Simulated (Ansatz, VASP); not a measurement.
# Ta8O (Ta(110)-c(2x2)-O, hollow site): VASP beside Ansatz, part 2 of 2

Aim: how closely do two programs agree when they are given the same cell, functional and k mesh? The cell is taken from a series of runs on this material, whose earlier steps may have relaxed, scaled, displaced or heated it; both programs get it as it stands.

VASP 6.6.1 and Ansatz 0.2.0.

So far: Set-up; VASP: single point, LDA.

### 3. Ansatz: single point, LDA

Level of this step: Ansatz beside VASP: Kohn-Sham DFT, plane waves, LDA (Ansatz).

Ansatz runs on its default PAW (the set named soft_2) files.

The same cell, functional (in two slightly different forms), mesh and smearing now go to Ansatz, which takes its cutoff from its data sets.

input.yaml

```yaml
crystal:
  lattice:
    - [4.6810468915, 0.0, 0.0]
    - [0.0, 3.31, 0.0]
    - [0.0, 0.0, 25.826932816]
  atoms:
    - { symbol: Ta, position: [0.0, 0.0, 0.3291137999] }
    - { symbol: Ta, position: [0.5, 0.5, 0.3291137999] }
    - { symbol: Ta, position: [0.0, 0.5, 0.4197371605] }
    - { symbol: Ta, position: [0.5, 0.0, 0.4197371605] }
    - { symbol: Ta, position: [-0.00730048, 0.0, 0.5061688349] }
    - { symbol: Ta, position: [0.4907536913, 0.5, 0.5067109719] }
    - { symbol: Ta, position: [-0.0451078344, 0.5, 0.5969669534] }
    - { symbol: Ta, position: [0.4600051726, 0.0, 0.5902135323] }
    - { symbol: O, position: [0.8043921425, 0.0, 0.636818038] }
kpoints:
  mp_grid: { grid: [14, 18, 1] }
hamiltonian:
  xc: lda
scf:
  occupations: { method: fermi_dirac, width: 0.05 }
  convergence: { dr2_threshold: 1.0e-09 }
  n_extra_bands: 20
efield:
  axis: 3
  dipole_correction: true
  ramp_position: 0.97
  ramp_width: 0.06
output:
  band_densities:
    - { e_range: [-0.2, 0] }
    - { e_range: [-0.7, 0] }
    - { e_range: [-1.5, 0] }
    - { e_range: [0, 0.2] }
    - { e_range: [0, 0.7] }
    - { e_range: [0, 1.5] }
    - { e_range: [-2.0, -1.8] }
    - { e_range: [-1.8, -1.6] }
    - { e_range: [-1.6, -1.4] }
    - { e_range: [-1.4, -1.2] }
    - { e_range: [-1.2, -1.0] }
    - { e_range: [-1.0, -0.8] }
    - { e_range: [-0.8, -0.6] }
    - { e_range: [-0.6, -0.4] }
    - { e_range: [-0.4, -0.2] }
    - { e_range: [0.2, 0.4] }
    - { e_range: [0.4, 0.6] }
    - { e_range: [0.6, 0.8] }
    - { e_range: [0.8, 1.0] }
    - { e_range: [1.0, 1.2] }
    - { e_range: [1.2, 1.4] }
    - { e_range: [1.4, 1.6] }
    - { e_range: [1.6, 1.8] }
    - { e_range: [1.8, 2.0] }
  band_residual_tolerance: 0.0001
  dos: { projected: true, e_range: [-5, 4] }
  write_potential: true
  write_density: true
  volumetric_format: npy
```

Run with:

```bash
ansatz run input.yaml --threads 4 --pin off --max-ram 6144MiB --backend cpu --events-out ev --progress --plain --runs-dir out
```

Numbers of over 12 decimals in the logs are rounded to 6 here.

Log:

```text
scf.n_extra_bands = 20 over 55 filled bands (N_el = 110.0): the run solves 75 bands
Engine: ansatz 0.2.0, x86_64-unknown-linux-gnu
Pseudopotentials: kind: paw
Pseudopotential: Ta, paw, valence charge 13, recommended cutoff 420 eV (normal), Ta.paw.azcp
Pseudopotential: O, paw, valence charge 6, recommended cutoff 420 eV (normal), O.paw.azcp
Functional definition: SPW92
  exchange = slater_x
  correlation = pw_c
Crystal: 9 atoms, lattice volume = 400.169 Å³
Basis set: ecut = 420 eV, 7883 PW (Γ)
Bands: 75, of which v1, the nominal top of the filled ones, is band 55 counted from 1 (54 counted from 0)
Symmetry: 2 space group operations
Space group: Pm (ITA 6), of the structure as read, at distance tolerance 7.4e-5 Å
k-points: 80 of 252 (time reversal used)
Non-local potential: Ta, projectors of the file, l = 0: 3, l = 1: 2, l = 2: 2, l = 3: 1
Non-local potential: O, projectors of the file, l = 0: 2, l = 1: 2, l = 2: 1
PAW form: soft (Blöchl's): semilocal exchange-correlation on the pseudo side does not see the compensation charge
PAW frozen core: Ta, regenerated for the run's functional, and the local potential with it (the file was generated under x = pbe(κ = 0.804, μ = 0.219515), c = pbe(β = 0.066725))
PAW frozen core: O, regenerated for the run's functional, and the local potential with it (the file was generated under x = pbe(κ = 0.804, μ = 0.219515), c = pbe(β = 0.066725))
PAW one-centre angular grid: Ta, 590 points (default); XC on 64 Gauss nodes
PAW one-centre angular grid: O, 110 points (default); XC on 64 Gauss nodes
Initial density: superposition of atomic densities (neutral atoms: chi_scale 0, normalization atom), corrected by the library's trained network
Initial wavefunctions: pseudopotential atomic-orbital guess
Functional: x = slater, c = lda
SCF iter   1: F=—  HF=-78013.188571 eV  |F-HF|=—  |Δ(HF+E_count)|=         —  Δρ=8.29e-3  dr2=7.01e0  ethr=1.77e-3  p=0.042 e·Å  D=1.89e-2 V/Å  ΔV_dip=-0.49 eV  dr2_dipole=2.71e0  V_vac-E_F(+/−)=4.98/5.47 eV  ⟨swp⟩=8.0  Hψ=27939  notcnv=0  defer=515
efield: sawtooth ramp at fractional position 0.9700 (set: `efield.ramp_position`, or a place that a band, a saddle search or an elastic batch's reference lends), width 0.0600; the density the first Hamiltonian is built on has a dipole p = 0.042 e·Å; the dipole correction subtracts the counter field D = 1.89e-2 V/Å, which shifts the + side's vacuum level by -0.49 eV against the − side's; the planar-averaged density in the ramp window peaks in size at 1.8e-5 e/Å³
preconditioner: auto → LDOS  [metal: Δε(μ)=0.009 eV  Ē_g=5.292 eV  σ=0.050 eV  W_gap=0.04  n_scr=66 (ndim 8)  ℏωp=12.3 eV  f_vac=0.563  D(μ)=9.20/eV (n_scr^D=56)  β→1.0]
SCF iter   2: F=—  HF=-78013.048837 eV  |F-HF|=—  |Δ(HF+E_count)|=   1.40e-1  Δρ=2.93e-3  dr2=8.51e-2  ethr=1.77e-3  p=0.009 e·Å  D=4.03e-3 V/Å  ΔV_dip=-0.10 eV  dr2_dipole=1.86e-2  V_vac-E_F(+/−)=4.97/5.07 eV  ⟨swp⟩=2.0  Hψ=7659  notcnv=0  defer=711
SCF iter   3: F=—  HF=-78013.043440 eV  |F-HF|=—  |Δ(HF+E_count)|=   5.40e-3  Δρ=1.28e-3  dr2=2.08e-2  ethr=7.74e-5  p=0.015 e·Å  D=6.67e-3 V/Å  ΔV_dip=-0.17 eV  dr2_dipole=2.44e-3  V_vac-E_F(+/−)=4.92/5.09 eV  ⟨swp⟩=2.4  Hψ=9864  notcnv=0  defer=756
SCF iter   4: F=—  HF=-78013.040402 eV  |F-HF|=—  |Δ(HF+E_count)|=   3.04e-3  Δρ=2.71e-4  dr2=1.00e-3  ethr=1.89e-5  p=0.016 e·Å  D=7.02e-3 V/Å  ΔV_dip=-0.18 eV  dr2_dipole=1.72e-4  V_vac-E_F(+/−)=4.90/5.08 eV  ⟨swp⟩=2.2  Hψ=9164  notcnv=0  defer=756
SCF iter   5: F=—  HF=-78013.040315 eV  |F-HF|=—  |Δ(HF+E_count)|=   8.70e-5  Δρ=8.94e-5  dr2=7.17e-5  ethr=9.14e-7  p=0.016 e·Å  D=7.15e-3 V/Å  ΔV_dip=-0.18 eV  dr2_dipole=3.74e-7  V_vac-E_F(+/−)=4.88/5.07 eV  ⟨swp⟩=3.0  Hψ=9877  notcnv=0  defer=756
SCF iter   6: F=—  HF=-78013.040313 eV  |F-HF|=—  |Δ(HF+E_count)|=   2.18e-6  Δρ=2.96e-5  dr2=7.21e-6  ethr=6.52e-8  p=0.016 e·Å  D=7.33e-3 V/Å  ΔV_dip=-0.19 eV  dr2_dipole=1.65e-7  V_vac-E_F(+/−)=4.88/5.07 eV  ⟨swp⟩=2.0  Hψ=7357  notcnv=0  defer=756
SCF iter   7: F=—  HF=-78013.040486 eV  |F-HF|=—  |Δ(HF+E_count)|=   1.73e-4  Δρ=6.56e-6  dr2=5.61e-7  ethr=6.55e-9  p=0.016 e·Å  D=7.40e-3 V/Å  ΔV_dip=-0.19 eV  dr2_dipole=1.98e-7  V_vac-E_F(+/−)=4.87/5.06 eV  ⟨swp⟩=2.0  Hψ=9416  notcnv=0  defer=756
SCF iter   8: F=—  HF=-78013.040486 eV  |F-HF|=—  |Δ(HF+E_count)|=   1.61e-7  Δρ=2.71e-6  dr2=5.90e-8  ethr=5.10e-10  p=0.016 e·Å  D=7.43e-3 V/Å  ΔV_dip=-0.19 eV  dr2_dipole=8.13e-9  V_vac-E_F(+/−)=4.87/5.06 eV  ⟨swp⟩=3.0  Hψ=10256  notcnv=0  defer=756
SCF iter   9: F=—  HF=-78013.040486 eV  |F-HF|=—  |Δ(HF+E_count)|=   2.71e-8  Δρ=8.32e-7  dr2=4.15e-9  ethr=5.36e-11  p=0.016 e·Å  D=7.43e-3 V/Å  ΔV_dip=-0.19 eV  dr2_dipole=1.59e-10  V_vac-E_F(+/−)=4.87/5.06 eV  ⟨swp⟩=2.1  Hψ=8748  notcnv=0  defer=756
SCF iter  10: F=-78013.040486 eV  HF=-78013.040486 eV  |F-HF|=1.89e-10  |Δ(HF+E_count)|=   4.39e-9  Δρ=2.87e-7  dr2=5.68e-10  ethr=1.00e-12  p=0.016 e·Å  D=7.44e-3 V/Å  ΔV_dip=-0.19 eV  dr2_dipole=2.43e-11  V_vac-E_F(+/−)=4.87/5.06 eV  ⟨swp⟩=19.3  Hψ=29582  notcnv=0
SCF 1 converged in 10 iterations: F = -78013.040486 eV  dr2 = 5.68e-10
  greatest PAW one-centre occupation: 1.000 electrons in one spin orbital (limit 2), on the Ta atom at site 5 (counted from 0), in its partial waves of l = 0
WARN: The output density's exchange-correlation potential varies sharply where the density is thin. Do not read a vacuum level from v_tot or v_xc, or from such a field of the output density. On a cell that repeats whose density bears no net charge and no dipole along the vacuum's axis use v_es (v_loc + v_h of the components); under efield.dipole_correction with no amplitude use v_es + v_field, which holds any externa [...]
SCF converged after 10 iterations
Free energy (F): -78013.040486 eV
Harris-Foulkes:  -78013.040486 eV  (|F-HF|=1.89e-10)
Internal energy: -78012.965363 eV  (E = F + TS)
E sigma→0 (E₀):  -78013.002924 eV
Entropy (-TS):   -0.075124 eV (-8.347 meV/atom)
Fermi energy:    3.802743 eV
Dipole field:    D = 0.007433 V/Å  (p = 0.016438 e·Å, saw-weighted, corrected)
Work function:   Φ+ = 4.8718 eV   Φ− = 5.0638 eV
Levels:          The Fermi level and band energies are counted from a zero that moves with the ramp; work functions are not
--- Per-component energies (eV) ---
  E_band       = -2429.626171
  E_kinetic    = 3099.706902
  E_local      = -128128.481037  (includes V_loc(G=0)·N_el)
  E_nonlocal   = 215.743609
  E_hartree    = 62541.100517
  E_xc         = -1801.911948
  E_vxc        = -1719.005539  (∫ρ·V_xc dr)
  E_paw        = -65337.991878  (= ΣΔE_a)
  E_vpaw       = -980.392018  (= ΣTr[D̂ρ^β])
  E_aug_tail   = 0.003620  (compensation charges beyond the density's cutoff)
  E_efield     = 0.000061  (sawtooth field / dipole correction)
  E_vefield    = 0.596800  (∫n·V_field dr)
  E_ewald      = 51396.696647
  E_core_change = 2.168144  (= ΣΔE_core)
  E_smearing   = -0.075124  (= −TS)
  E_closure    = -0.000000  (closes the sum)
  Σ components = -78013.040486   (vs F -78013.040486, Δ=0.00e0)
--- Band table (eV; the first three rows and the last of 80) ---
  k-point 0: bands = [... 51 lower, 3.4811, 4.0354, 4.2458, 4.4663, 4.5157, 4.7424, 4.8318, 5.1291, ... 16 higher]
  k-point 1: bands = [... 51 lower, 3.4634, 3.9625, 4.1440, 4.3589, 4.5038, 4.6114, 4.9110, 5.1655, ... 16 higher]
  k-point 2: bands = [... 51 lower, 3.4119, 3.7413, 3.8998, 4.2463, 4.2616, 4.5799, 4.9079, 5.1845, ... 16 higher]
  k-point 79: bands = [... 51 lower, 2.9532, 3.6776, 3.7782, 3.9268, 4.1351, 5.1028, 5.1785, 5.3044, ... 16 higher]
--- Band densities, each state counted as filled ---
  window                                       electrons  max residual (eV)  cut levels
  e_range: [-0.2, 0]                            1.888889             5.9e-6           0
  e_range: [-0.7, 0]                            8.349206             5.9e-6           0
  e_range: [-1.5, 0]                           18.285714             5.9e-6           0
  e_range: [0, 0.2]                             1.777778             4.5e-5           0
  e_range: [0, 0.7]                             5.492063             4.9e-5           0
  e_range: [0, 1.5]                             9.317460             5.0e-5           0
  e_range: [-2, -1.8]                           0.547619             3.3e-6           0
  e_range: [-1.8, -1.6]                         1.841270             3.5e-6           0
  e_range: [-1.6, -1.4]                         2.492063             3.5e-6           0
  e_range: [-1.4, -1.2]                         2.468254             3.5e-6           0
  e_range: [-1.2, -1]                           2.571429             3.5e-6           0
  e_range: [-1, -0.8]                           2.142857             3.5e-6           0
  e_range: [-0.8, -0.6]                         2.785714             3.5e-6           0
  e_range: [-0.6, -0.4]                         2.468254             3.5e-6           0
  e_range: [-0.4, -0.2]                         2.698413             3.5e-6           0
  e_range: [0.2, 0.4]                           1.650794             4.9e-5           0
  e_range: [0.4, 0.6]                           1.285714             4.8e-5           0
  e_range: [0.6, 0.8]                           1.214286             4.1e-5           0
  e_range: [0.8, 1]                             0.817460             3.5e-5           0
  e_range: [1, 1.2]                             1.119048             4.9e-5           0
  e_range: [1.2, 1.4]                           1.039683             5.0e-5           0
  e_range: [1.4, 1.6]                           1.126984             3.4e-5           0
  e_range: [1.6, 1.8]                           0.857143             3.5e-5           0
  e_range: [1.8, 2]                             1.436508             3.5e-5           0
```

The column dr2 measures how far the density is from self-consistency, as an energy; F and HF (Harris–Foulkes) agree once it is small.

### 4. Comparison

Known differences besides the potentials themselves: the data sets hold 110 valence electrons in Ansatz (on its default PAW (the set named soft_2) files) and 94 in VASP; the cutoff is 420 eV in Ansatz and 520 eV in VASP; VASP's log shows a relativistic correction to its local exchange, Ansatz's none. Total energies have different zeros and are not compared.

The two programs side by side:

| quantity | Ansatz | VASP | difference |
| --- | --- | --- | --- |
| work function, lower of the two faces (eV) | 4.87 | 4.89 | -0.01 |
| work function, higher of the two faces (eV) | 5.06 | 5.05 | +0.01 |

Where the cell holds vacuum, a pressure given here is an average over it and none of the material.

### 5. Summary of results

```json
{
 "difference in work function, lower of the two faces (single point, LDA)": "-0.014 eV"
}
```

What this shows: The difference in work function, lower of the two faces is -0.014 eV (single point, LDA). The data sets hold unlike numbers of valence electrons (110 in Ansatz and 94 in VASP), so part of the differences may come from the potentials. Such differences can come from data sets, numerical settings and the points named under the comparisons, not from the functional's error against experiment.

[Lines on the potential files, build, host, timing and source positions are cut from VASP's logs without a mark.]

[Logs are printed without paths, hosts, clocks, repeated set-up lines and the standing remarks that a program may print on its own settings, such as how far it seeks lower states.]

[Hosts, paths, dates, database ids (printed as entryN), source tags and the programs' standing remarks are cut or masked in the printed files.]
